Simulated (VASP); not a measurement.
Method: PBE GGA with D3 dispersion (zero damping), VASP's PBE PAW potentials (set 64) (plane waves; VASP).

A VASP calculation is set up with these files.

**INCAR**
```
! general
SYSTEM   =  PtS2
PREC     =  Accurate
ENCUT    =  520
LREAL    =  F
LASPH    =  T

! electronic loop
EDIFF    =  1E-6
NELM     =  100   ! most electronic steps
ALGO     =  Normal
LMAXMIX  =  6

! smearing
ISMEAR   =  0   ! Gaussian
SIGMA    =  0.05   ! width (eV)

! functional
GGA      =  PE   ! PBE
IVDW     =  11   ! D3, zero damping

! ions
IBRION   =  2   ! conjugate gradients
NSW      =  60   ! most ionic steps
ISIF     =  3
EDIFFG   =  -0.02

! output
LWAVE    =  F
LCHARG   =  F
```

File KPOINTS:
```
Automatic mesh
0
Gamma
6 6 5
0 0 0
```

### POSCAR
```
PtS2
1.0
  1.8023760725  -3.1218070064   0.0000000000
  1.8023760725   3.1218070064   0.0000000000
  0.0000000000   0.0000000000   4.6304493645
Pt S
1 2
Cartesian
  0.0000000000   0.0000000000   0.0000000000
  1.8023760725   1.0406044167   1.1886419079
  1.8023760725  -1.0406044167   3.4418074566
```

POTCAR, in this order: Pt S (PBE.64 set). Program: vasp_std.

The resulting files:

File OUTCAR:
```
 ion  position               nearest neighbor table
   1  0.000  0.000  0.000-   2 2.40   3 2.40   3 2.40   2 2.40   3 2.40   2 2.40
   2  0.333  0.667  0.257-   1 2.40   1 2.40   1 2.40
   3  0.667  0.333  0.743-   1 2.40   1 2.40   1 2.40
  LATTYP: Found a hexagonal cell.
 ALAT       =     3.6047522095
 C/A-ratio  =     1.2845402667
 Subroutine PRICEL returns:
 Original cell was already a primitive cell.
 Subroutine GETGRP returns: Found 12 space group operations
The static configuration has the point symmetry D_3d.
The dynamic configuration has the point symmetry D_3d.
 Subroutine INISYM returns: Found 12 space group operations
 Subroutine IBZKPT returns following result:
 Found     27 irreducible k-points:

 Following reciprocal coordinates:
            Coordinates               Weight
  0.000000  0.000000  0.000000      1.000000
  0.166667 -0.000000  0.000000      6.000000
  0.333333 -0.000000  0.000000      6.000000
  0.500000 -0.000000  0.000000      3.000000
  0.166667  0.166667  0.000000      6.000000
  0.333333  0.166667  0.000000     12.000000
  0.333333  0.333333  0.000000      2.000000
  0.000000  0.000000  0.200000      2.000000
  0.166667 -0.000000  0.200000      6.000000
 -0.000000  0.166667  0.200000      6.000000
  0.333333 -0.000000  0.200000      6.000000
 -0.000000  0.333333  0.200000      6.000000
  0.500000 -0.000000  0.200000      6.000000
  0.166667  0.166667  0.200000     12.000000
  0.333333  0.166667  0.200000     12.000000
 -0.166667  0.500000  0.200000     12.000000
  0.333333  0.333333  0.200000      4.000000
  0.000000  0.000000  0.400000      2.000000
  0.166667 -0.000000  0.400000      6.000000
 -0.000000  0.166667  0.400000      6.000000
  0.333333 -0.000000  0.400000      6.000000
 -0.000000  0.333333  0.400000      6.000000
  0.500000 -0.000000  0.400000      6.000000
  0.166667  0.166667  0.400000     12.000000
  0.333333  0.166667  0.400000     12.000000
 -0.166667  0.500000  0.400000     12.000000
  0.333333  0.333333  0.400000      4.000000
   k-points           NKPTS =     27   k-points in BZ     NKDIM =     27   number of bands    NBANDS=     15
   number of dos      NEDOS =    301   number of ions     NIONS =      3
   total plane-waves  NPLWV =  28224
   dimension x,y,z NGX =    28 NGY =   28 NGZ =   36
   dimension x,y,z NGXF=    56 NGYF=   56 NGZF=   72
   ions per type =               1   2
   PREC   = accura    normal or accurate (medium, high low for compatibility)
   ISTART =      0    job   : 0-new  1-cont  2-samecut
   ICHARG =      2    charge: 1-file 2-atom 10-const
   ISPIN  =      1    spin polarized calculation?
   LNONCOLLINEAR =      F non collinear calculations
   LSORBIT =      F    spin-orbit coupling
   INIWAV =      1    electr: 0-lowe 1-rand  2-diag
   ENCUT  =  520.0 eV  38.22 Ry    6.18 a.u.   6.70  6.70  8.61*2*pi/ulx,y,z
   NELM   =    100;   NELMIN=  2; NELMDL= -5     # of ELM steps
   EDIFF  = 0.1E-05   stopping-criterion for ELM
   LREAL  =      F    real-space projection
   NLSPLINE    = F    spline interpolate recip. space projectors
   LMAXMIX     =    6 max onsite mixed and CHGCAR
   VOSKOWN=      0    Vosko Wilk Nusair interpolation
   EDIFFG = -.2E-01   stopping-criterion for IOM
   NSW    =     60    number of steps for IOM
   NBLOCK =      1;   KBLOCK =     60    inner block; outer block
   IBRION =      2    ionic relax: 0-MD 1-quasi-New 2-CG
   NFREE  =      1    steps in history (QN), initial steepest desc. (CG)
   ISIF   =      3    stress and relaxation
   ISYM   =      2    0-nonsym 1-usesym 2-fastsym
   TEIN   =    0.0    initial temperature
   TEBEG  =    0.0;   TEEND  =   0.0 temperature during run
   SMASS  =  -3.00    Nose mass-parameter (am)
...
```

**OSZICAR**
```
       N       E                     dE             d eps       ncg     rms          rms(c)
DAV:   1     0.113570996223E+03    0.11357E+03   -0.10717E+04   834   0.132E+03
DAV:   2    -0.116298688433E+02   -0.12520E+03   -0.12265E+03  1034   0.248E+02
DAV:   3    -0.165640134281E+02   -0.49341E+01   -0.48850E+01  1034   0.526E+01
DAV:   4    -0.166172032405E+02   -0.53190E-01   -0.53177E-01  1013   0.597E+00
DAV:   5    -0.166180320927E+02   -0.82885E-03   -0.82883E-03  1083   0.733E-01    0.182E+01
DAV:   6    -0.155875872052E+02    0.10304E+01   -0.80862E+00   817   0.289E+01    0.128E+01
DAV:   7    -0.153327395248E+02    0.25485E+00   -0.14702E+00   831   0.132E+01    0.578E+00
DAV:   8    -0.153145341173E+02    0.18205E-01   -0.82566E-02   922   0.221E+00    0.148E+00
DAV:   9    -0.153104181958E+02    0.41159E-02   -0.11642E-02   971   0.119E+00    0.244E-01
DAV:  10    -0.153105818857E+02   -0.16369E-03   -0.15679E-03   971   0.305E-01    0.646E-02
DAV:  11    -0.153106113116E+02   -0.29426E-04   -0.44738E-05  1013   0.616E-02    0.429E-02
DAV:  12    -0.153106158309E+02   -0.45193E-05   -0.82856E-06   936   0.252E-02    0.106E-02
DAV:  13    -0.153106170393E+02   -0.12084E-05   -0.15071E-06   777   0.101E-02    0.330E-03
DAV:  14    -0.153106172008E+02   -0.16153E-06   -0.22003E-07   461   0.412E-03
   1 F= -.16381183E+02 E0= -.16381097E+02  d E =-.163812E+02
       N       E                     dE             d eps       ncg     rms          rms(c)
DAV:   1    -0.153152116365E+02   -0.45946E-02   -0.46669E-02   824   0.173E+00    0.234E-01
DAV:   2    -0.153140450951E+02    0.11665E-02   -0.69690E-03   894   0.844E-01    0.194E-01
DAV:   3    -0.153138465285E+02    0.19857E-03   -0.73835E-04   908   0.282E-01    0.677E-02
DAV:   4    -0.153137944370E+02    0.52091E-04   -0.21830E-04   901   0.935E-02    0.291E-02
DAV:   5    -0.153137901466E+02    0.42904E-05   -0.12761E-05  1020   0.356E-02    0.189E-02
DAV:   6    -0.153137886752E+02    0.14714E-05   -0.25634E-06   744   0.141E-02    0.336E-03
DAV:   7    -0.153137884660E+02    0.20925E-06   -0.36610E-07   426   0.462E-03
   2 F= -.16381522E+02 E0= -.16381433E+02  d E =-.338479E-03
       N       E                     dE             d eps       ncg     rms          rms(c)
DAV:   1    -0.153139166042E+02   -0.12793E-03   -0.92464E-05   824   0.768E-02    0.103E-02
DAV:   2    -0.153139143837E+02    0.22205E-05   -0.13673E-05   901   0.375E-02    0.866E-03
DAV:   3    -0.153139139450E+02    0.43867E-06   -0.13305E-06   482   0.125E-02
   3 F= -.16381522E+02 E0= -.16381433E+02  d E =-.339001E-03
       N       E                     dE             d eps       ncg     rms          rms(c)
DAV:   1    -0.153140848994E+02   -0.17052E-03   -0.44573E-02   810   0.163E+00    0.235E-01
DAV:   2    -0.153134209983E+02    0.66390E-03   -0.18118E-03   943   0.358E-01    0.897E-02
DAV:   3    -0.153132867000E+02    0.13430E-03   -0.40548E-04   929   0.138E-01    0.413E-02
DAV:   4    -0.153132739723E+02    0.12728E-04   -0.82693E-05   866   0.863E-02    0.255E-02
DAV:   5    -0.153132728081E+02    0.11642E-05   -0.66460E-06   936   0.213E-02    0.128E-02
DAV:   6    -0.153132737552E+02   -0.94703E-06   -0.11389E-06   461   0.823E-03
   4 F= -.16381673E+02 E0= -.16381602E+02  d E =-.150677E-03
```

File OUTCAR:
```
------------------------ aborting loop because EDIFF is reached ----------------------------------------
 Edisp (eV)   -1.06840
  FORCE on cell =-STRESS in cart. coord.  units (eV):
  Direction    XX          YY          ZZ          XY          YZ          ZX
  --------------------------------------------------------------------------------------
  Total       0.03686     0.03686     0.02490     0.00000     0.00000     0.00000
  in kB       1.13303     1.13303     0.76530     0.00000     0.00000     0.00000
  external pressure =        1.01 kB  Pullay stress =        0.00 kB
  volume of cell :       52.13
      direct lattice vectors                 reciprocal lattice vectors
     1.798929870 -3.115838008 -0.000000000     0.277943020 -0.160470473  0.000000000
     1.798929870  3.115838008  0.000000000     0.277943020  0.160470473 -0.000000000
    -0.000000000  0.000000000  4.649867315     0.000000000 -0.000000000  0.215059900
 POSITION                                       TOTAL-FORCE (eV/Angst)
 -----------------------------------------------------------------------------------
      3.59786      0.00000     -0.00000        -0.000000      0.000000      0.000000
      1.79893      1.03861      1.19731        -0.000000      0.000000     -0.007614
      1.79893     -1.03861      3.45256         0.000000     -0.000000      0.007614
 -----------------------------------------------------------------------------------
    total drift:                                0.000000      0.000000      0.000000
  FREE ENERGIE OF THE ION-ELECTRON SYSTEM (eV)
  ---------------------------------------------------
  free  energy   TOTEN  =       -16.3816729752 eV

  energy  without entropy=      -16.3815316755  energy(sigma->0) =      -16.38160233

 reached required accuracy - stopping structural energy minimisation
```
(Selected blocks of OUTCAR.)

### CONTCAR
```
PtS2
   1.00000000000000
     1.7989298699186289   -3.1158380080087902   -0.0000000000000000
     1.7989298699186289    3.1158380080087902    0.0000000000000000
    -0.0000000000000000    0.0000000000000000    4.6498673148401233
  Pt              S
     1     2
Direct
     1.0000000000000000    1.0000000000000000    0.0000000000000000
     0.3333330000000032    0.6666669999999968    0.2574930429987018
     0.6666669999999968    0.3333330000000032    0.7425069570012981
```

The compound is PtS2 in the 1T layered structure. This run relaxes it. Symmetry was kept, so distortions that lower it aren't found. The start is the result of an earlier pass.
